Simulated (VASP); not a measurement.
Input for VASP

### POSCAR
```
K2S
1.0
  0.0000000000   3.6674286020   3.6674286020
  3.6674286020   0.0000000000   3.6674286020
  3.6674286020   3.6674286020   0.0000000000
K S
2 1
direct
  0.2500000000   0.2500000000   0.2500000000
  0.7500000000   0.7500000000   0.7500000000
  0.0000000000   0.0000000000   0.0000000000
```

File KPOINTS:
```
Automatic mesh
0
Gamma
5 5 5
0 0 0
```

**INCAR**
```
! general
SYSTEM = K2S
PREC   = Accurate
ENCUT  = 500
LREAL  = .FALSE.   ! projection in real space or not
LASPH  = .TRUE.

! electronic loop
EDIFF  = 1E-6
NELM   = 100
ALGO   = Normal   ! blocked Davidson

! smearing
ISMEAR = 0   ! Gaussian
SIGMA  = 0.05   ! width (eV)

! functional
GGA    = PS   ! PBEsol

! ions
IBRION = 2   ! conjugate gradients
NSW    = 40
ISIF   = 3   ! ions, shape and volume
EDIFFG = -0.02

! output
LWAVE  = .FALSE.
LCHARG = .FALSE.
```

POTCAR, in this order: K_sv S (PBE.64 set). Program: vasp_std.

### Question
Translate this PBEsol calculation to Ansatz.

### Answer
One equivalent input (not run):
Ansatz 0.2 input:
```yaml
crystal:
  lattice:
    - [0.0000000, 3.6674286, 3.6674286]
    - [3.6674286, 0.0000000, 3.6674286]
    - [3.6674286, 3.6674286, 0.0000000]
  atoms:
    - { symbol: K, position: [0.2500000, 0.2500000, 0.2500000] }
    - { symbol: K, position: [0.7500000, 0.7500000, 0.7500000] }
    - { symbol: S, position: [0.0000000, 0.0000000, 0.0000000] }
kpoints:
  mp_grid: { grid: [5, 5, 5] }
hamiltonian:
  xc: pbesol
  pseudopotentials: { kind: paw }
scf:
  occupations: { method: gaussian, width: 0.05 }
  max_iter: 100
relax:
  max_steps: 40
  f_tol: 0.02
  cell: {}
output: { forces: true, stress: true, eigenvalues: true }
```
The two are equivalent in intent, not identical: each code has its own PAW files, so the cut-off isn't converted (ENCUT is set for VASP's; basis.ecutwfc is left out, and Ansatz then takes the one that its files recommend); Ansatz stops its SCF on the density residual and VASP on the energy change (EDIFF).

The compound is K2S in the antifluorite structure. It was relaxed first.
